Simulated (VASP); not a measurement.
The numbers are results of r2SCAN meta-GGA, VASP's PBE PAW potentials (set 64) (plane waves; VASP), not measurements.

The input files of a VASP run:

File KPOINTS:
```
Automatic mesh
0
Gamma
11 11 11
0 0 0
```

### POSCAR
```
TiCo
1.0
  2.9900000000   0.0000000000   0.0000000000
  0.0000000000   2.9900000000   0.0000000000
  0.0000000000   0.0000000000   2.9900000000
Ti Co
1 1
Direct
  0.0000000000   0.0000000000   0.0000000000
  0.5000000000   0.5000000000   0.5000000000
```

### INCAR
```
ALGO = Normal
EDIFF = 1E-6
EDIFFG = -0.01
ENCUT = 400
IBRION = 2
ISIF = 3
ISMEAR = 1
LASPH = .True.
LCHARG = .False.
LMAXMIX = 4
LMIXTAU = .True.
LREAL = .False.
LWAVE = .False.
METAGGA = R2SCAN
NELM = 100
NSW = 60
PREC = Accurate
SIGMA = 0.1
SYSTEM = TiCo
```

POTCAR, in this order: Ti_sv Co (PBE.64 set). Program: vasp_std.

The resulting files:

File OUTCAR:
```
 ion  position               nearest neighbor table
   1  0.000  0.000  0.000-   2 2.59   2 2.59   2 2.59   2 2.59   2 2.59   2 2.59   2 2.59   2 2.59
  LATTYP: Found a simple cubic cell.
 ALAT       =     2.9900000000
 Subroutine PRICEL returns:
 Original cell was already a primitive cell.
 Subroutine GETGRP returns: Found 48 space group operations
The static configuration has the point symmetry O_h .
The dynamic configuration has the point symmetry O_h .
 Subroutine INISYM returns: Found 48 space group operations
 Subroutine IBZKPT returns following result:
 Found     56 irreducible k-points:

 Following reciprocal coordinates:
            Coordinates               Weight
  0.000000  0.000000  0.000000      1.000000
  0.090909  0.000000  0.000000      6.000000
  0.181818  0.000000  0.000000      6.000000
  0.272727  0.000000  0.000000      6.000000
  0.363636  0.000000  0.000000      6.000000
  0.454545  0.000000  0.000000      6.000000
  0.090909  0.090909  0.000000     12.000000
  0.181818  0.090909  0.000000     24.000000
  0.272727  0.090909  0.000000     24.000000
  0.363636  0.090909  0.000000     24.000000
  0.454545  0.090909  0.000000     24.000000
  0.181818  0.181818  0.000000     12.000000
  0.272727  0.181818  0.000000     24.000000
  0.363636  0.181818  0.000000     24.000000
  0.454545  0.181818  0.000000     24.000000
  0.272727  0.272727  0.000000     12.000000
  0.363636  0.272727  0.000000     24.000000
  0.454545  0.272727  0.000000     24.000000
  0.363636  0.363636  0.000000     12.000000
  0.454545  0.363636  0.000000     24.000000
  0.454545  0.454545  0.000000     12.000000
  0.090909  0.090909  0.090909      8.000000
  0.181818  0.090909  0.090909     24.000000
  0.272727  0.090909  0.090909     24.000000
  0.363636  0.090909  0.090909     24.000000
  0.454545  0.090909  0.090909     24.000000
  0.181818  0.181818  0.090909     24.000000
  0.272727  0.181818  0.090909     48.000000
  0.363636  0.181818  0.090909     48.000000
  0.454545  0.181818  0.090909     48.000000
  0.272727  0.272727  0.090909     24.000000
  0.363636  0.272727  0.090909     48.000000
  0.454545  0.272727  0.090909     48.000000
  0.363636  0.363636  0.090909     24.000000
  0.454545  0.363636  0.090909     48.000000
  0.454545  0.454545  0.090909     24.000000
  0.181818  0.181818  0.181818      8.000000
  0.272727  0.181818  0.181818     24.000000
  0.363636  0.181818  0.181818     24.000000
  0.454545  0.181818  0.181818     24.000000
   k-points           NKPTS =     56   k-points in BZ     NKDIM =     56   number of bands    NBANDS=     14
   number of dos      NEDOS =    301   number of ions     NIONS =      2
   total plane-waves  NPLWV =   8000
   dimension x,y,z NGX =    20 NGY =   20 NGZ =   20
   dimension x,y,z NGXF=    40 NGYF=   40 NGZF=   40
   ions per type =               1   1
   PREC   = accura    normal or accurate (medium, high low for compatibility)
   ISTART =      0    job   : 0-new  1-cont  2-samecut
   ICHARG =      2    charge: 1-file 2-atom 10-const
   ISPIN  =      1    spin polarized calculation?
   LNONCOLLINEAR =      F non collinear calculations
   LSORBIT =      F    spin-orbit coupling
   INIWAV =      1    electr: 0-lowe 1-rand  2-diag
   ENCUT  =  400.0 eV  29.40 Ry    5.42 a.u.   4.88  4.88  4.88*2*pi/ulx,y,z
   NELM   =    100;   NELMIN=  2; NELMDL= -5     # of ELM steps
   EDIFF  = 0.1E-05   stopping-criterion for ELM
   LREAL  =      F    real-space projection
   NLSPLINE    = F    spline interpolate recip. space projectors
   LMAXMIX     =    4 max onsite mixed and CHGCAR
   VOSKOWN=      0    Vosko Wilk Nusair interpolation
...
```

### OSZICAR
```
       N       E                     dE             d eps       ncg     rms          rms(c)
DAV:   1     0.129008159595E+03    0.12901E+03   -0.91860E+03  1568   0.162E+03
DAV:   2    -0.250500947979E+02   -0.15406E+03   -0.15150E+03  1604   0.395E+02
DAV:   3    -0.338178060648E+02   -0.87677E+01   -0.87175E+01  2404   0.106E+02
DAV:   4    -0.340922190945E+02   -0.27441E+00   -0.27367E+00  1950   0.156E+01
DAV:   5    -0.341026922665E+02   -0.10473E-01   -0.10473E-01  2294   0.273E+00    0.154E+01
DAV:   6    -0.290016705825E+02    0.51010E+01   -0.38444E+01  1880   0.101E+02    0.135E+01
DAV:   7    -0.275969124487E+02    0.14048E+01   -0.24708E+01  2470   0.580E+01    0.135E+01
DAV:   8    -0.267026508302E+02    0.89426E+00   -0.83995E+00  2384   0.303E+01    0.214E+00
DAV:   9    -0.266788439860E+02    0.23807E-01   -0.34738E-01  2080   0.617E+00    0.176E+00
DAV:  10    -0.266638331919E+02    0.15011E-01   -0.34575E-01  1936   0.832E+00    0.877E-01
DAV:  11    -0.266750100356E+02   -0.11177E-01   -0.72231E-02  1640   0.367E+00    0.239E-01
DAV:  12    -0.266850846281E+02   -0.10075E-01   -0.21805E-02  1854   0.179E+00    0.923E-02
DAV:  13    -0.266842640785E+02    0.82055E-03   -0.30214E-03  2188   0.547E-01    0.835E-02
DAV:  14    -0.266848892430E+02   -0.62516E-03   -0.57422E-04  1956   0.263E-01    0.306E-02
DAV:  15    -0.266851537147E+02   -0.26447E-03   -0.28284E-04  1726   0.183E-01    0.146E-02
DAV:  16    -0.266851519548E+02    0.17599E-05   -0.58381E-05  2108   0.970E-02    0.225E-02
DAV:  17    -0.266851545617E+02   -0.26069E-05   -0.98123E-06  2008   0.457E-02    0.828E-03
DAV:  18    -0.266851552156E+02   -0.65390E-06   -0.18921E-06   972   0.189E-02
   1 F= -.26685155E+02 E0= -.26685040E+02  d E =-.266852E+02
       N       E                     dE             d eps       ncg     rms          rms(c)
DAV:   1    -0.289919018215E+02   -0.23067E+01   -0.50262E+01  1622   0.112E+02    0.143E+01
DAV:   2    -0.321358171521E+02   -0.31439E+01   -0.52669E+01  1902   0.103E+02    0.202E+01
DAV:   3    -0.266821718623E+02    0.54536E+01   -0.24211E+01  2256   0.683E+01    0.368E+00
DAV:   4    -0.266229578344E+02    0.59214E-01   -0.84239E-01  1722   0.898E+00    0.148E+00
DAV:   5    -0.266406237041E+02   -0.17666E-01   -0.91016E-02  2376   0.325E+00    0.869E-01
DAV:   6    -0.266905301804E+02   -0.49906E-01   -0.29728E-01  2252   0.498E+00    0.129E+00
DAV:   7    -0.266651963375E+02    0.25334E-01   -0.49113E-02  2148   0.249E+00    0.524E-01
DAV:   8    -0.266688891989E+02   -0.36929E-02   -0.10146E-02  2038   0.114E+00    0.750E-02
DAV:   9    -0.266686871737E+02    0.20203E-03   -0.12169E-03  1914   0.519E-01    0.611E-02
DAV:  10    -0.266687734061E+02   -0.86232E-04   -0.71020E-04  2326   0.345E-01    0.257E-02
DAV:  11    -0.266687880743E+02   -0.14668E-04   -0.16553E-04  2032   0.176E-01    0.166E-02
DAV:  12    -0.266687980868E+02   -0.10012E-04   -0.24633E-05  1954   0.506E-02    0.806E-03
DAV:  13    -0.266687981426E+02   -0.55791E-07   -0.31924E-06  1350   0.209E-02
   2 F= -.26668798E+02 E0= -.26668756E+02  d E =0.163571E-01
       N       E                     dE             d eps       ncg     rms          rms(c)
DAV:   1    -0.274559488262E+02   -0.78715E+00   -0.16458E+01  1664   0.688E+01    0.772E+00
DAV:   2    -0.298378097196E+02   -0.23819E+01   -0.26888E+01  2392   0.595E+01    0.227E+01
DAV:   3    -0.266939878176E+02    0.31438E+01   -0.20691E+01  2344   0.455E+01    0.166E+00
DAV:   4    -0.267114480878E+02   -0.17460E-01   -0.28772E-01  1656   0.482E+00    0.158E+00
DAV:   5    -0.267038382779E+02    0.76098E-02   -0.50494E-02  2192   0.214E+00    0.729E-01
DAV:   6    -0.267129378182E+02   -0.90995E-02   -0.10735E-01  2016   0.318E+00    0.683E-01
DAV:   7    -0.267123629795E+02    0.57484E-03   -0.54875E-03  1694   0.765E-01    0.683E-01
DAV:   8    -0.267125802664E+02   -0.21729E-03   -0.25947E-04  2350   0.135E-01    0.699E-01
DAV:   9    -0.267126187090E+02   -0.38443E-04   -0.60702E-03  2316   0.975E-01    0.202E-01
DAV:  10    -0.267095831092E+02    0.30356E-02   -0.79428E-03  1774   0.100E+00    0.168E-01
DAV:  11    -0.267095549441E+02    0.28165E-04   -0.50560E-04  1748   0.211E-01    0.158E-01
DAV:  12    -0.267094395639E+02    0.11538E-03   -0.21142E-04  1664   0.155E-01    0.838E-02
DAV:  13    -0.267095465725E+02   -0.10701E-03   -0.19555E-04  2174   0.172E-01    0.375E-02
DAV:  14    -0.267095539062E+02   -0.73337E-05   -0.14891E-04  2138   0.101E-01    0.445E-02
DAV:  15    -0.267095376408E+02    0.16265E-04   -0.30601E-05  1940   0.612E-02    0.175E-02
DAV:  16    -0.267095361765E+02    0.14643E-05   -0.23904E-05  1948   0.354E-02    0.186E-02
DAV:  17    -0.267095361311E+02    0.45425E-07   -0.49794E-06  1346   0.258E-02
   3 F= -.26709536E+02 E0= -.26709402E+02  d E =-.243809E-01
       N       E                     dE             d eps       ncg     rms          rms(c)
DAV:   1    -0.267100398563E+02   -0.50368E-03   -0.10967E-02  1664   0.172E+00    0.205E-01
DAV:   2    -0.267115085628E+02   -0.14687E-02   -0.16680E-02  2146   0.161E+00    0.495E-01
DAV:   3    -0.267095335467E+02    0.19750E-02   -0.11335E-02  2316   0.123E+00    0.548E-02
DAV:   4    -0.267095293611E+02    0.41856E-05   -0.17035E-04  1654   0.119E-01    0.363E-02
DAV:   5    -0.267095279990E+02    0.13621E-05   -0.43988E-05  2374   0.636E-02    0.946E-03
DAV:   6    -0.267095377980E+02   -0.97990E-05   -0.52877E-05  2026   0.677E-02    0.169E-02
DAV:   7    -0.267095335541E+02    0.42439E-05   -0.59676E-06  1558   0.325E-02    0.163E-02
DAV:   8    -0.267095360872E+02   -0.25331E-05   -0.98614E-06  1894   0.366E-02    0.251E-03
DAV:   9    -0.267095359355E+02    0.15165E-06   -0.49427E-07   784   0.984E-03
   4 F= -.26709536E+02 E0= -.26709402E+02  d E =-.243807E-01
```

File OUTCAR:
```
------------------------ aborting loop because EDIFF is reached ----------------------------------------
  FORCE on cell =-STRESS in cart. coord.  units (eV):
  Direction    XX          YY          ZZ          XY          YZ          ZX
  --------------------------------------------------------------------------------------
  Total        0.0090300      0.0090300      0.0090300     -0.0000000     -0.0000000      0.0000000
  in kB        0.5637126      0.5637126      0.5637126     -0.0000000     -0.0000000      0.0000000
  external PRESSURE =       0.5637126 kB  Pullay stress =       0.0000000 kB
  volume of cell :       25.66
      direct lattice vectors                 reciprocal lattice vectors
     2.949714225 -0.000000000  0.000000000     0.339015892  0.000000000  0.000000000
    -0.000000000  2.949714225  0.000000000     0.000000000  0.339015892  0.000000000
    -0.000000000  0.000000000  2.949714225    -0.000000000 -0.000000000  0.339015892
 POSITION                                       TOTAL-FORCE (eV/Angst)
 -----------------------------------------------------------------------------------
      0.00000      0.00000      0.00000         0.000000      0.000000      0.000000
      1.47486      1.47486      1.47486        -0.000000      0.000000      0.000000
 -----------------------------------------------------------------------------------
    total drift:                               -0.000000      0.000000      0.000000
  FREE ENERGIE OF THE ION-ELECTRON SYSTEM (eV)
  ---------------------------------------------------
  free  energy   TOTEN  =       -26.7095359355 eV

  energy  without entropy=      -26.7091335052  energy(sigma->0) =      -26.70940179

 reached required accuracy - stopping structural energy minimisation
```
(Selected blocks of OUTCAR.)

File CONTCAR:
```
TiCo
   1.00000000000000
     2.9497142248920287   -0.0000000000000000    0.0000000000000000
    -0.0000000000000000    2.9497142248920287    0.0000000000000000
    -0.0000000000000000    0.0000000000000000    2.9497142248920287
  Ti              Co
     1     1
Direct
     0.0000000000000000    0.0000000000000000    0.0000000000000000
     0.5000000000000000    0.5000000000000000    0.5000000000000000
```

Energy and stress use the plane-wave basis of the starting cell.

The compound is TiCo in the CsCl type structure. This run relaxes it. Symmetry was kept, so distortions that lower it aren't found. The run is not spin-polarised, so no magnetic state was tried. The electron count is odd and the run is not spin-polarised, which forces a metal.
